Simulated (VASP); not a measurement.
InGaO2, 4 atoms in the cell. It takes space group P4/mmm (No. 123, tetragonal). The conventional cell has a = 3.719 Å, b = 3.719 Å, c = 3.639 Å, α = 90.00°, β = 90.00°, γ = 90.00°. Around In (site symmetry 4/mmm) lie 8 O at 2.60 Å and 4 Ga at 2.63 Å. Around Ga (site symmetry 4/mmm) lie 8 O at 2.60 Å and 4 In at 2.63 Å. Around O (site symmetry mmm) lie 4 In at 2.60 Å and 4 Ga at 2.60 Å and 4 O at 2.63 Å. The cell was built by a generator and needn't be a form met in nature.

```yaml
Program: VASP 6.6.1
Task: relaxation of cell and atoms
Functional: PBE
Potentials_or_basis: VASP PAW PBE potentials, release 64 (In_d, Ga_d, O)
Cutoff: 520 eV
k_mesh: 4 × 4 × 4
Occupations: gaussian, width 0.15 eV
Spin: no spin polarisation
Further_INCAR_settings: PREC = Normal; ALGO = Fast; EDIFF = 0.0001; IBRION = 2; EDIFFG = -0.08; NSW = 24; ISIF = 3
```

Potentials or basis: VASP PAW PBE potentials, release 64 (In_d, Ga_d, O).

Launch:

```console
$ cat potpaw_PBE.64/In_d/POTCAR potpaw_PBE.64/Ga_d/POTCAR potpaw_PBE.64/O/POTCAR > POTCAR
$ mpirun -np 1 vasp_std > vasp.out
```

Hardware: 1 thread of Intel(R) Xeon(R) Platinum 8488C (Sapphire Rapids), with other jobs on the host.

**Question.** How long does it take, and how much memory?

**Answer.** Wall time 42 s on 1 thread of Intel(R) Xeon(R) Platinum 8488C (Sapphire Rapids), with other jobs on the host, peak memory 0.14 GiB. Counts: scf iterations 60, k points 18, ion steps 7.
